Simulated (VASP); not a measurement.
**SnTe in VASP: how settings move the LDA relaxation**

The LDA relaxation of rocksalt SnTe is repeated with altered inputs. Which of them can be trusted?

Code: VASP 6.6.1. PAW datasets, plane waves. Spin-unpolarised throughout; all numbers are computed.

## (1) Starting point

The cell comes from an earlier relaxation with PBE in another program.

It is cubic, Fm-3m (No. 225); conventional cell a = 6.411 Å, 32.93 Å³ an atom. Around Sn lie 6 Te at 3.21 Å; around Te lie 6 Sn at 3.21 Å.

Coordinates:

```cif
data_structure
_symmetry_space_group_name_H-M 'P 1'
_symmetry_Int_Tables_number 1
_cell_length_a 4.5330
_cell_length_b 4.5330
_cell_length_c 4.5330
_cell_angle_alpha 60.000
_cell_angle_beta 60.000
_cell_angle_gamma 60.000
_cell_volume 65.86
loop_
_atom_site_label
_atom_site_type_symbol
_atom_site_fract_x
_atom_site_fract_y
_atom_site_fract_z
_atom_site_occupancy
Sn1 Sn 0.00000 0.00000 0.00000 1
Te1 Te 0.50000 0.50000 0.50000 1
```

The LDA run on sound settings gave: energy (σ→0) -8.8342 eV, final volume 30.340 Å³/atom.

## (2) Variant 1

INCAR

```
ENCUT = 600.000000
SIGMA = 0.020000
EDIFF = 1.00e-07
EDIFFG = -5.00e-03
GGA = CA
PREC = Accurate
IBRION = 2
ISIF = 3
ISMEAR = -1
NBANDS = 17
NELM = 120
NSW = 40
LASPH = .TRUE.
LCHARG = .FALSE.
LWAVE = .FALSE.
LREAL = .FALSE.
ALGO = Conjugate
```

KPOINTS

```
KPOINTS created by Atomic Simulation Environment
0
Monkhorst-Pack
6 6 6
0 0 0
```

POSCAR

```
Sn Te
 1.0000000000000000
    -0.0000000000000000    3.2053449931371869    3.2053449931371869
     3.2053449931371869    0.0000000000000000    3.2053449931371869
     3.2053449931371869    3.2053449931371869   -0.0000000000000000
 Sn  Te
   1   1
Cartesian
  0.0000000000000000  0.0000000000000000  0.0000000000000000
  3.2053449931371869  3.2053449931371869  3.2053449931371869
```

Potentials: the recommended LDA PAW datasets, 20 valence electrons in the neutral cell.

Started as:

```console
$ mpirun -np 1 vasp_std
```

Before running it: what results should come out? Wanted: for each run, changed; ending; energy change; volume; electronic steps; usable.

**Answer**, as computed:

| run | changed | ending | energy change (meV/atom) | volume (Å³/atom) | electronic steps | time | usable |
| --- | --- | --- | --- | --- | --- | --- | --- |
| ref. | – | converged | 0 | 30.340 | – | – | yes |
| 1 | ALGO = Conjugate, shifted mesh | converged | 0.2 | 30.335 | 42 | 36 s | yes |

**Reading.** The altered input gave usable results. «ALGO = Conjugate, shifted mesh» moves the energy by 0.2 meV/atom.
